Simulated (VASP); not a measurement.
# A VASP study of ScPbClO2 (BLYP + D4): structure first, properties next, part 2 of 4

Aim: relax ScPbClO2, then compute properties on the relaxed cell. The cell is invented: it takes the structure of a Materials Project entry for BiPbO2F (space group 8 there), with some of its atoms replaced by other elements, volume scaled by an estimate. It may not be a known or stable phase.

VASP 6.6.1, plane waves and PAW; the level of theory is named at each step.

So far, gap on the k-mesh (eV): step 2 (rough relaxation of the start cell) 3.08.

## Step 3: Full relaxation (BLYP + D4)

Level of this step: BLYP with D4; plane waves and PAW (Pb_d, Sc_sv, Cl, O); invented cell (VASP).

Properties are meant for the cell that this level of theory prefers, so cell and atoms are relaxed first (ISIF = 3) until forces and stress are small; EDIFFG sets the threshold.

File INCAR:

```
SYSTEM = ScPbClO2
PREC = Accurate
ENCUT = 520
EDIFF = 1E-06
NELM = 100
ISMEAR = 0
SIGMA = 0.05
LREAL = .FALSE.
ALGO = Normal
GGA = B5
ALDAX = 1
AGGAX = 1
AGGAC = 1
ALDAC = 0
IVDW = 13
VDW_S6 = 1
VDW_S8 = 2.34076671
VDW_A1 = 0.44488865
VDW_A2 = 4.0933009
NBANDS = 28
LORBIT = 11
LWAVE = .FALSE.
LCHARG = .FALSE.
KPAR = 2
IBRION = 2
NSW = 60
ISIF = 3
EDIFFG = -0.01
```

File POSCAR:

```
ScPbClO2
1.0
    3.1611254454     -1.8376990599      0.0208926381
    3.1611254454      1.8376990599      0.0208926381
   -0.0668904132      0.0000000000      7.5030036387
Pb Sc Cl O
1 1 1 2
Direct
    0.3733973900      0.3733973900      0.7422892506
    0.7045092202      0.7045092202      0.3368700743
    0.0356981716      0.0356981716      0.0835798143
    0.3708177631      0.3708177631      0.3745789758
    0.7073004550      0.7073004550      0.6119818850
```

File KPOINTS:

```
Automatic mesh
0
Gamma
7 7 3
0 0 0
```

The projector-augmented-wave data sets are Pb_d, Sc_sv, Cl and O (PBE family, release 64).

The run is started by

```console
$ mpirun -np 2 vasp_std
```

Log:

```text
[banner, memory and clock lines left out]
running    2 mpi-ranks, on    1 nodes
 distrk:  each k-point on    1 cores,    2 groups
 distr:  one band on    1 cores,    1 groups

 POSCAR found type information on POSCAR PbScClO
 POSCAR found :  4 types and       5 ions
 [... a notice as in an earlier step ...]

 LDA part: xc-table for (Slater(with rela. corr.)+VWN5), standard interpolation
 POSCAR, INCAR and KPOINTS ok, starting setup
 FFT: planning ... GRIDC
 FFT: planning ... GRID_SOFT
 FFT: planning ... GRID
 WAVECAR not read
 entering main loop
       N       E                     dE             d eps       ncg     rms          rms(c)
DAV:   1     0.624393542621E+03    0.62439E+03   -0.21443E+04  2464   0.173E+03
DAV:   2     0.699018772591E+02   -0.55449E+03   -0.54395E+03  2472   0.521E+02
DAV:   3    -0.340436012429E+02   -0.10395E+03   -0.99923E+02  3788   0.216E+02
DAV:   4    -0.391551808971E+02   -0.51116E+01   -0.50961E+01  3688   0.527E+01
DAV:   5    -0.392598681441E+02   -0.10469E+00   -0.10454E+00  3872   0.740E+00    0.176E+01
DAV:   6    -0.308878839957E+02    0.83720E+01   -0.47726E+01  4440   0.569E+01    0.714E+00
DAV:   7    -0.307627661739E+02    0.12512E+00   -0.42731E+00  3660   0.158E+01    0.428E+00
DAV:   8    -0.306992900787E+02    0.63476E-01   -0.13059E+00  3812   0.902E+00    0.149E+00
DAV:   9    -0.306624510391E+02    0.36839E-01   -0.11028E-01  3924   0.325E+00    0.838E-01
DAV:  10    -0.306600715883E+02    0.23795E-02   -0.54732E-02  3864   0.151E+00    0.286E-01
DAV:  11    -0.306601559007E+02   -0.84312E-04   -0.45711E-03  4056   0.666E-01    0.104E-01
DAV:  12    -0.306602771502E+02   -0.12125E-03   -0.10667E-03  4196   0.272E-01    0.557E-02
DAV:  13    -0.306602750907E+02    0.20595E-05   -0.21450E-04  3864   0.137E-01    0.223E-02
DAV:  14    -0.306602878981E+02   -0.12807E-04   -0.62608E-05  3896   0.580E-02    0.673E-03
DAV:  15    -0.306602881102E+02   -0.21212E-06   -0.58028E-06  3540   0.231E-02
   1 F= -.33136575E+02 E0= -.33136575E+02  d E =-.331366E+02
 curvature:   0.00 expect dE= 0.000E+00 dE for cont linesearch  0.000E+00
 trial: gam= 0.00000 g(F)=  0.115E-03 g(S)=  0.118E-02 ort = 0.000E+00 (trialstep = 0.100E+01)
 search vector abs. value=  0.130E-02
 bond charge predicted
       N       E                     dE             d eps       ncg     rms          rms(c)
DAV:   1    -0.306740404183E+02   -0.13753E-01   -0.28076E-01  3128   0.652E+00    0.471E-01
DAV:   2    -0.306700428633E+02    0.39976E-02   -0.15757E-02  3540   0.146E+00    0.212E-01
DAV:   3    -0.306689007373E+02    0.11421E-02   -0.36315E-03  3620   0.796E-01    0.635E-02
DAV:   4    -0.306688544077E+02    0.46330E-04   -0.44390E-04  3912   0.177E-01    0.316E-02
DAV:   5    -0.306688379153E+02    0.16492E-04   -0.84074E-05  4040   0.767E-02    0.165E-02
DAV:   6    -0.306688330813E+02    0.48339E-05   -0.13063E-05  3364   0.320E-02    0.390E-03
DAV:   7    -0.306688329218E+02    0.15950E-06   -0.10888E-06  1848   0.106E-02
   2 F= -.33137329E+02 E0= -.33137329E+02  d E =-.753917E-03
[... from here on, the cycles between the ionic steps are left out ...]
   3 F= -.33137351E+02 E0= -.33137351E+02  d E =-.776085E-03
   4 F= -.33137374E+02 E0= -.33137374E+02  d E =-.799139E-03
   5 F= -.33137975E+02 E0= -.33137975E+02  d E =-.600797E-03
   6 F= -.33138137E+02 E0= -.33138137E+02  d E =-.762569E-03
   7 F= -.33138138E+02 E0= -.33138138E+02  d E =-.764052E-03
   8 F= -.33138320E+02 E0= -.33138320E+02  d E =-.182065E-03
   9 F= -.33138332E+02 E0= -.33138332E+02  d E =-.194039E-03
  10 F= -.33138372E+02 E0= -.33138372E+02  d E =-.394848E-04
  11 F= -.33138376E+02 E0= -.33138376E+02  d E =-.438722E-04
  12 F= -.33138385E+02 E0= -.33138385E+02  d E =-.524367E-04
  13 F= -.33138412E+02 E0= -.33138412E+02  d E =-.274850E-04
  14 F= -.33138432E+02 E0= -.33138432E+02  d E =-.470980E-04
  15 F= -.33138464E+02 E0= -.33138464E+02  d E =-.327754E-04
  16 F= -.33138477E+02 E0= -.33138477E+02  d E =-.458775E-04
  17 F= -.33138503E+02 E0= -.33138503E+02  d E =-.258770E-04
  18 F= -.33138512E+02 E0= -.33138512E+02  d E =-.342678E-04
 curvature:  -3.30 expect dE=-0.635E-04 dE for cont linesearch -0.158E-06
 trial: gam= 0.47432 g(F)=  0.134E-04 g(S)=  0.582E-05 ort =-0.254E-05 (trialstep = 0.106E+01)
 search vector abs. value=  0.473E-04
 bond charge predicted
       N       E                     dE             d eps       ncg     rms          rms(c)
DAV:   1    -0.306650811642E+02    0.26011E-03   -0.96548E-03  2544   0.788E-01    0.342E-02
DAV:   2    -0.306651195444E+02   -0.38380E-04   -0.53677E-04  3656   0.203E-01    0.177E-02
DAV:   3    -0.306651152732E+02    0.42712E-05   -0.10977E-05  3832   0.337E-02    0.109E-02
DAV:   4    -0.306651131890E+02    0.20842E-05   -0.70311E-06  3256   0.288E-02    0.265E-03
DAV:   5    -0.306651133078E+02   -0.11883E-06   -0.10892E-06  1808   0.104E-02
  19 F= -.33138527E+02 E0= -.33138527E+02  d E =-.157027E-04
 trial-energy change:   -0.000016  1 .order   -0.000014   -0.000019   -0.000009
 step:   2.0892(harm=  2.0892)  dis= 0.00188  next Energy=   -33.138531 (dE=-0.188E-04)
 reached required accuracy - stopping structural energy minimisation
```

Wall time 4.2 min (2 MPI ranks of Intel Xeon 6975P-C (Granite Rapids), shared host); peak memory 0.56 GiB; 8.3 min of CPU time.

From OUTCAR (step 3):

```text
  LATTYP: Found a base centered monoclinic cell.
 ALAT       =     6.3223889738
 B/A-ratio  =     0.5813305912
 C/A-ratio  =     1.1867826913
 COS(beta)  =    -0.0023057690

The static configuration has the point symmetry C_1h.

 Found     44 irreducible k-points:

   k-points           NKPTS =     44   k-points in BZ     NKDIM =     44   number of bands    NBANDS=     28

   dimension x,y,z NGX =    28 NGY =   28 NGZ =   56
   dimension x,y,z NGXF=    56 NGYF=   56 NGZF=  112

   ENCUT  =  520.0 eV  38.22 Ry    6.18 a.u.   6.80  6.80 13.95*2*pi/ulx,y,z

   NELECT =      44.0000    total number of electrons

 E-fermi :   4.4315

 k-point     1 :       0.0000    0.0000    0.0000
  band No.  band energies     occupation
    ...
     18       2.2150      2.00000
     19       2.2159      2.00000
     20       2.9606      2.00000
     21       2.9606      2.00000
     22       3.5011      2.00000
     23       7.8377      0.00000
     24       8.1703      0.00000
     25       8.1736      0.00000
     26       8.7816      0.00000
     27      10.4725      0.00000
    ...

 k-point     2 :       0.1429    0.0000    0.0000
  band No.  band energies     occupation
    ...
     18       2.1488      2.00000
     19       2.2777      2.00000
     20       2.8532      2.00000
     21       3.1205      2.00000
     22       3.6031      2.00000
     23       8.0430      0.00000
     24       8.2108      0.00000
     25       8.3356      0.00000
     26       9.0301      0.00000
     27       9.9088      0.00000
    ...

  DFT-D4 for vdW energy calculation

  Edisp (eV):   -2.47341

  Total      -0.01787    -0.01232    -0.00510     0.00000     0.00000    -0.00048
  in kB      -0.32768    -0.22588    -0.09356     0.00000     0.00000    -0.00882
  external pressure =       -0.22 kB  Pullay stress =        0.00 kB

  energy-cutoff  :      520.00
  volume of cell :       87.36
      direct lattice vectors                 reciprocal lattice vectors
     3.160404989 -1.826247507  0.023722630     0.158198076 -0.273785452  0.001265076
     3.160404989  1.826247507  0.023722630     0.158198076  0.273785452  0.001265076
    -0.060517397  0.000000000  7.567717677    -0.000991811  0.000000000  0.132132305

 POSITION                                       TOTAL-FORCE (eV/Angst)
 -----------------------------------------------------------------------------------
      2.30662      0.00000      5.64487        -0.000467      0.000000     -0.000107
      4.43540      0.00000      2.58495         0.001494      0.000000     -0.004443
      0.23333      0.00000      0.63387         0.003457      0.000000      0.001888
      2.32628      0.00000      2.84260        -0.001102      0.000000      0.006856
      4.42177      0.00000      4.66299        -0.003382      0.000000     -0.004194
 -----------------------------------------------------------------------------------
    total drift:                               -0.000265     -0.000000     -0.001157

  FREE ENERGIE OF THE ION-ELECTRON SYSTEM (eV)
  ---------------------------------------------------
  free  energy   TOTEN  =       -33.1385274631 eV

  energy  without entropy=      -33.1385274631  energy(sigma->0) =      -33.13852746

 total charge
# of ion       s       p       d       tot
------------------------------------------
    1        1.474   0.517   9.871  11.862
    2        2.184   6.173   0.991   9.348
    3        1.614   3.565   0.000   5.179
    4        1.554   3.469   0.000   5.023
    5        1.574   3.433   0.000   5.006
--------------------------------------------------
tot          8.400  17.156  10.863  36.419

[... 2 parts as in an earlier step ...]

[... 7 further parts left out ...]
```

Relaxation path:

```tsv
step	energy less that of the first step (eV)	largest force (eV/Å)	pressure (GPa)	volume (Å³)
1	0.0000	0.0321	0.22	87.18
2	-0.0008	0.0396	-0.11	87.47
3	-0.0008	0.0659	-0.29	87.63
4	-0.0008	0.0547	-0.22	87.56
5	-0.0014	0.0445	-0.10	87.49
6	-0.0016	0.0481	0.00	87.43
7	-0.0016	0.0505	0.02	87.42
8	-0.0017	0.0186	-0.02	87.42
9	-0.0018	0.0179	-0.03	87.42
10	-0.0018	0.0109	-0.02	87.38
11	-0.0018	0.0185	0.03	87.29
12	-0.0018	0.0113	0.03	87.32
13	-0.0018	0.0174	0.01	87.32
14	-0.0019	0.0259	-0.03	87.33
15	-0.0019	0.0124	0.01	87.31
16	-0.0019	0.0106	0.05	87.29
17	-0.0019	0.0116	0.02	87.33
18	-0.0019	0.0127	-0.02	87.37
19	-0.0020	0.0069	-0.02	87.36
```

```tsv
cell as run	before	after	change
a (Å)	3.657	3.650	-0.2 %
b (Å)	3.657	3.650	-0.2 %
c (Å)	7.503	7.568	+0.9 %
α (°)	90.11	90.02	-0.1 %
β (°)	90.11	90.02	-0.1 %
γ (°)	60.34	60.04	-0.5 %
volume (Å³/atom)	17.44	17.47	+0.2 %
```

The atoms that moved most (Å, as changes of fractional coordinates times the final cell):

```tsv
atom	dx	dy	dz	length
Pb1	-0.009	0.000	0.010	0.013
Cl3	0.013	0.000	0.000	0.013
O5	-0.012	0.000	-0.002	0.012
O4	0.005	0.000	-0.010	0.011
```

The relaxed structure:

```cif
data_structure
_symmetry_space_group_name_H-M 'P 1'
_symmetry_Int_Tables_number 1
_cell_length_a 3.6502
_cell_length_b 3.6502
_cell_length_c 7.5680
_cell_angle_alpha 90.024
_cell_angle_beta 90.024
_cell_angle_gamma 60.042
_cell_volume 87.36
loop_
_atom_site_label
_atom_site_type_symbol
_atom_site_fract_x
_atom_site_fract_y
_atom_site_fract_z
_atom_site_occupancy
Pb1 Pb 0.37204 0.37204 0.74358 1
Sc2 Sc 0.70494 0.70494 0.33716 1
Cl3 Cl 0.03771 0.03771 0.08352 1
O4 O 0.37161 0.37161 0.37329 1
O5 O 0.70541 0.70541 0.61175 1
```

Numbers from this step:

* irreducible k-points: 44
* free energy (TOTEN): -33.14 eV
* Fermi energy: 4.431 eV
* pressure: -0.02157 GPa
* conduction bottom at k: 0.4286, 0.4286, 0.3333
* least direct gap at k: -0.2857, 0.2857, 0.3333
* SCF cycles over all ionic steps: 109
* gap on the k-mesh: 2.941 eV
* least direct gap on the k-mesh: 3.138 eV

It ends with a largest force of 0.007 eV/Å and a pressure of -0.02 GPa.

(Part 2 of 4 ends here.)

[Lines on the potential files, build, host, timing and source positions are cut from VASP's logs without a mark.]

[Logs are printed without paths, hosts, clocks, repeated set-up lines and the standing remarks that a program may print on its own settings, such as how far it seeks lower states.]

[Hosts, paths, dates, database ids (printed as entryN), source tags and the programs' standing remarks are cut or masked in the printed files.]

[A measured line is paired with the nearest computed mode of its activity, which favours agreement.]
